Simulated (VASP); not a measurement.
# YMgF3 (Pm-3m) in VASP: further runs

Runs on YMgF3. Level: PBE. Tasks: single point, relaxation of cell and atoms.

Everything below comes from runs of VASP 6.6.1. Logs are shortened: lines on timing, memory, paths and dates and some standing lists are left out, and cuts for length are marked.

## Step 1: The cell of the first run

Symmetry: Pm-3m, No. 221, cubic system. Conventional cell: a = 4.513 Å, b = 4.513 Å, c = 4.513 Å, α = 90.00°, β = 90.00°, γ = 90.00°. Y (site symmetry m-3m) is surrounded by 6 F at 2.26 Å. Mg (site symmetry m-3m) is surrounded by 12 F at 3.19 Å. Around F (site symmetry 4/mmm) lie 2 Y at 2.26 Å.

The cell was built by a generator and needn't be a form met in nature.

## Step 2: Single point, PBE (species swapped into the RbBiO3 type (Pm-3m, No. 221))

INCAR

```
PREC = Accurate
ENCUT = 520
EDIFF = 1E-6
ISMEAR = 0
SIGMA = 0.02
LREAL = False
LASPH = True
NELM = 100
ALGO = Fast
ISIF = 2
LWAVE = False
LCHARG = True
GGA = PE
LELF = True
LVHAR = True
NBANDS = 25
```

KPOINTS

```
Automatic mesh
0
Gamma
  6 6 6
```

POSCAR

```
YMgF3
1.0
    4.5133404367      0.0000000000      0.0000000000
    0.0000000000      4.5133404367      0.0000000000
    0.0000000000      0.0000000000      4.5133404367
Y Mg F
1 1 3
Direct
    0.5000000000      0.5000000000      0.5000000000
    0.0000000000      0.0000000000      0.0000000000
    0.5000000000      0.5000000000      0.0000000000
    0.5000000000      0.0000000000      0.5000000000
    0.0000000000      0.5000000000      0.5000000000
```

Potentials or basis: VASP PAW PBE potentials, release 64 (Y_sv, Mg, F).

Launch:

```bash
$ cat potpaw_PBE.64/Y_sv/POTCAR potpaw_PBE.64/Mg/POTCAR potpaw_PBE.64/F/POTCAR > POTCAR
$ mpirun -np 1 vasp_std > vasp.out
```

OUTCAR:

```text
PREC = Accurate
   ENCUT = 520
   EDIFF = 1E-6
   ISMEAR = 0
   LREAL = False
   LASPH = True
   NELM = 100
   ISIF = 2
   GGA = PE

 ion  position               nearest neighbor table
   1  0.500  0.500  0.500-   3 2.26   4 2.26   5 2.26   3 2.26   4 2.26   5 2.26   2 3.91   2 3.91
                             2 3.91   2 3.91   2 3.91   2 3.91   2 3.91   2 3.91
   2  0.000  0.000  0.000-   1 3.91   1 3.91   1 3.91   1 3.91   1 3.91   1 3.91   1 3.91   1 3.91

   3  0.500  0.500  0.000-   1 2.26   1 2.26
   4  0.500  0.000  0.500-   1 2.26   1 2.26
   5  0.000  0.500  0.500-   1 2.26   1 2.26

  LATTYP: Found a simple cubic cell.
 ALAT       =     4.5133404367

  Lattice vectors:

 A1 = (   4.5133404367,   0.0000000000,   0.0000000000)
 A2 = (   0.0000000000,   4.5133404367,   0.0000000000)
 A3 = (   0.0000000000,   0.0000000000,   4.5133404367)

Analysis of symmetry for initial positions (statically):
=====================================================================
 Subroutine PRICEL returns:
 Original cell was already a primitive cell.

 Routine SETGRP: Setting up the symmetry group for a
 simple cubic supercell.

 Subroutine GETGRP returns: Found 48 space group operations
 (whereof 48 operations were pure point group operations)
 out of a pool of 48 trial point group operations.

The static configuration has the point symmetry O_h .

Analysis of symmetry for dynamics (positions and initial velocities):
=====================================================================
 Subroutine PRICEL returns:
 Original cell was already a primitive cell.

 Routine SETGRP: Setting up the symmetry group for a
 simple cubic supercell.

 Subroutine GETGRP returns: Found 48 space group operations
 (whereof 48 operations were pure point group operations)
 out of a pool of 48 trial point group operations.

The dynamic configuration has the point symmetry O_h .

 Subroutine INISYM returns: Found 48 space group operations
 (whereof 48 operations are pure point group operations),
 and found     1 'primitive' translations

----------------------------------------------------------------------------------------

                                     Primitive cell

  volume of cell :      91.9378

  direct lattice vectors                    reciprocal lattice vectors
     4.513340437  0.000000000  0.000000000     0.221565382  0.000000000  0.000000000
     0.000000000  4.513340437  0.000000000     0.000000000  0.221565382  0.000000000
[... 89 lines left out ...]
   NSW    =      0    number of steps for IOM
   IBRION =     -1    ionic relax: 0-MD 1-quasi-New 2-CG
   NFREE  =      0    steps in history (QN), initial steepest desc. (CG)
   ISIF   =      2    stress and relaxation
   ISYM   =      2    0-nonsym 1-usesym 2-fastsym
   POTIM  = 0.5000    time-step for ionic-motion
   TEBEG  =    0.0;   TEEND  =   0.0 temperature during run
   PSTRESS=    0.0 pullay stress
   NELECT =      34.0000    total number of electrons
   NUPDOWN=      -1.0000    fix difference up-down
   EMIN   =  10.00;   EMAX   =-10.00  energy-range for DOS
   EFERMI =   0.00;   METHOD = LEGACY
   ISMEAR =     0;   SIGMA  =   0.02  broadening in eV -4-tet -1-fermi 0-gaus
   EFERMI_NEDOS =   21; number of points for ismear=-14 and -15
   IALGO  =     68    algorithm
   IMIX   =      4    mixing-type and parameters
     AMIX     =   0.40;   BMIX     =  1.00
     AMIX_MAG =   1.60;   BMIX_MAG =  1.00
  volume/ion in A,a.u.               =      18.39       124.09
  Fermi-wavevector in a.u.,A,eV,Ry     =   1.175086  2.220591 18.787298  1.380827
  Thomas-Fermi vector in A             =   2.311473
   LORBIT       =      0    0 simple, 1 ext, 2 COOP (PROOUT), +10 PAW based schemes
   GGA     = PE    functional components
   LHFCALC =     F    Hartree Fock is set to
   AEXX    =    0.0000 exact exchange contribution
   IVDW    =     0    specifies the selected vdW correction
   LEPSILON=     F    determine dielectric tensor
   LRPA    =     F    only Hartree local field effects (RPA)
 non-spin polarized calculation
 RMM-DIIS sequential band-by-band and
 Gauss-broadening in eV      SIGMA  =   0.02
  energy-cutoff  :      520.00
  volume of cell :       91.94
 maximum number of plane-waves:      2517
 NGX is ok and might be reduce to    36
   NGX = 17   NGY = 17   NGZ = 17

 number of electron      34.0000030 magnetization

 Free energy of the ion-electron system (eV)
  ---------------------------------------------------
  ext. energy  EPLUGINS =         0.00000000
  ---------------------------------------------------
  free energy    TOTEN  =       -27.75963308 eV

  energy without entropy =      -27.75963308  energy(sigma->0) =      -27.75963308

 E-fermi :   2.9790     XC(G=0):  -8.7155

 val. band max:        2.7923039750   @ k =   0.5000   0.5000   0.0000
 cond. band min:       3.6088835231   @ k =   0.5000   0.0000   0.0000
 fundamental gap:      0.8165795480
 Fermi energy:         2.9789510300

 k-point     1 :       0.0000    0.0000    0.0000
  band No.  band energies     occupation
      1     -41.8373      2.00000
      2     -22.5189      2.00000
      3     -22.4637      2.00000
      4     -22.4637      2.00000
      5     -21.8481      2.00000
      6     -21.8481      2.00000
[... 549 lines left out ...]
     24       8.3625      0.00000
     25       8.3625      0.00000

------------------------ aborting loop because EDIFF is reached ----------------------------------------

  FORCE on cell =-STRESS in cart. coord.  units (eV):
  Direction    XX          YY          ZZ          XY          YZ          ZX
  --------------------------------------------------------------------------------------
  -------------------------------------------------------------------------------------
  Total       -0.1013807     -0.1013807     -0.1013807     -0.0000000     -0.0000000      0.0000000
  in kB       -1.7667352     -1.7667352     -1.7667352     -0.0000000     -0.0000000      0.0000000
  external PRESSURE =      -1.7667352 kB  Pullay stress =       0.0000000 kB

 VOLUME and BASIS-vectors are now :
 -----------------------------------------------------------------------------
  energy-cutoff  :      520.00
  volume of cell :       91.94
      direct lattice vectors                 reciprocal lattice vectors
     4.513340437  0.000000000  0.000000000     0.221565382  0.000000000  0.000000000
     0.000000000  4.513340437  0.000000000     0.000000000  0.221565382  0.000000000
     0.000000000  0.000000000  4.513340437     0.000000000  0.000000000  0.221565382

 POSITION                                       TOTAL-FORCE (eV/Angst)
 -----------------------------------------------------------------------------------
      2.25667      2.25667      2.25667         0.000000      0.000000      0.000000
      0.00000      0.00000      0.00000         0.000000      0.000000      0.000000
      2.25667      2.25667      0.00000         0.000000      0.000000      0.000000
      2.25667      0.00000      2.25667         0.000000      0.000000      0.000000
      0.00000      2.25667      2.25667         0.000000      0.000000      0.000000
 -----------------------------------------------------------------------------------
    total drift:                                0.000000      0.000000      0.000000

  FREE ENERGIE OF THE ION-ELECTRON SYSTEM (eV)
  ---------------------------------------------------
  free  energy   TOTEN  =       -27.7596330762 eV

  energy  without entropy=      -27.7596330762  energy(sigma->0) =      -27.75963308
```

OSZICAR:

```text
N       E                     dE             d eps       ncg     rms          rms(c)
DAV:   1     0.214813534624E+03    0.21481E+03   -0.17761E+04  1048   0.126E+03
DAV:   2    -0.158385927261E+02   -0.23065E+03   -0.22294E+03  1339   0.304E+02
DAV:   3    -0.309651996019E+02   -0.15127E+02   -0.15064E+02  1430   0.728E+01
[... 22 lines left out ...]
RMM:  26    -0.277596287537E+02   -0.12953E-05   -0.13222E-05   633   0.601E-03    0.824E-04
RMM:  27    -0.277596301935E+02   -0.14398E-05   -0.14746E-05   650   0.563E-03    0.277E-04
RMM:  28    -0.277596311789E+02   -0.98545E-06   -0.10121E-05   575   0.514E-03    0.377E-04
RMM:  29    -0.277596323226E+02   -0.11437E-05   -0.11771E-05   558   0.480E-03    0.170E-04
RMM:  30    -0.277596330762E+02   -0.75359E-06   -0.77919E-06   557   0.454E-03
   1 F= -.27759633E+02 E0= -.27759633E+02  d E =-.235070E-41
```

Wall time 56 s (1 thread of Intel Xeon 6975P-C (Granite Rapids), shared host); peak memory 0.24 GiB.

Results:

| Item | Value |
| --- | --- |
| Free energy | -27.7596 eV |
| Pressure | -0.2 GPa |
| Band gap on the k mesh | 0.82 eV, indirect (least direct gap 1.47 eV) |

Levels at points of the mesh, in eV from the valence-band top:
```
           k point  band 14  band 15  band 16  band 17  band 18  band 19  band 20  band 21
(0.00, 0.00, 0.00)    -6.34    -6.34    -6.34    -2.39     1.41     1.41     1.41     3.20
(0.50, 0.00, 0.00)    -6.43    -6.38    -6.38    -0.66     0.82     1.52     1.93     1.93
(0.50, 0.50, 0.00)    -6.61    -6.61    -5.97     0.00     2.19     2.19     2.24     2.24
(0.50, 0.50, 0.50)    -5.97    -5.97    -5.97    -0.07     2.29     2.29     2.29     4.72
```

A k mesh can miss the band edges.

## Step 3: Relaxation of cell and atoms, PBE (species swapped into the RbBiO3 type (Pm-3m, No. 221))

INCAR

```
  PREC = Accurate
  ENCUT = 600
  EDIFF = 1E-6
  ISMEAR = 0
  SIGMA = 0.02
  LREAL = F
  LASPH = T
  NELM = 100
  ALGO = Normal
  ISIF = 3
  LWAVE = F
  LCHARG = F
  GGA = PE
  IBRION = 2
  NSW = 100
  EDIFFG = -0.01
```

KPOINTS is that of step 2.

POSCAR is that of step 2.

Potentials or basis: VASP PAW PBE potentials, release 64 (Y_sv, Mg, F).

Launch:

```bash
$ cat potpaw_PBE.64/Y_sv/POTCAR potpaw_PBE.64/Mg/POTCAR potpaw_PBE.64/F/POTCAR > POTCAR
$ mpirun -np 1 vasp_std > vasp.out
```

Wall time 55 s (1 thread of Intel Xeon 6975P-C (Granite Rapids), shared host); peak memory 0.25 GiB.

Results (log left out):

```yaml
Free_energy: -27.7657 eV
Relaxed_volume: 18.32 Å³/atom
Relaxed_cell: a = 4.507 Å, b = 4.507 Å, c = 4.507 Å, α = 90.00°, β = 90.00°, γ = 90.00°
Space_group_after_relaxing_to_0.05_Å: Pm-3m (No. 221)
Energy_gained_by_relaxing: 0.1 meV/atom
Ionic_steps: 2
Pressure_after_relaxing: 0.0 GPa
Band_gap_on_the_k_mesh: 0.81 eV, indirect (least direct gap 1.47 eV)
```

Step by step:
```tsv
step	energy change (eV)	largest force (eV/Å)	pressure (GPa)	volume (Å³)
1	0.0000	0.0000	-0.23	91.94
2	-0.0003	0.0000	0.00	91.58
```

Final structure:
```
Y Mg F
1.0
     4.50748    0.00000    0.00000
     0.00000    4.50748    0.00000
     0.00000    0.00000    4.50748
Y Mg F
1 1 3
Direct
  0.50000 0.50000 0.50000
  0.00000 0.00000 0.00000
  0.50000 0.50000 0.00000
  0.50000 0.00000 0.50000
  0.00000 0.50000 0.50000
```

Levels at points of the mesh, in eV from the valence-band top:
```tsv
k point	band 14	band 15	band 16	band 17	band 18	band 19	band 20	band 21
(0.00, 0.00, 0.00)	-6.36	-6.36	-6.36	-2.40	1.41	1.41	1.41	3.22
(0.50, 0.00, 0.00)	-6.46	-6.40	-6.40	-0.66	0.81	1.52	1.94	1.94
(0.50, 0.50, 0.00)	-6.63	-6.63	-5.99	0.00	2.20	2.20	2.24	2.24
(0.50, 0.50, 0.50)	-5.98	-5.98	-5.98	-0.07	2.30	2.30	2.30	4.73
```

A k mesh can miss the band edges.
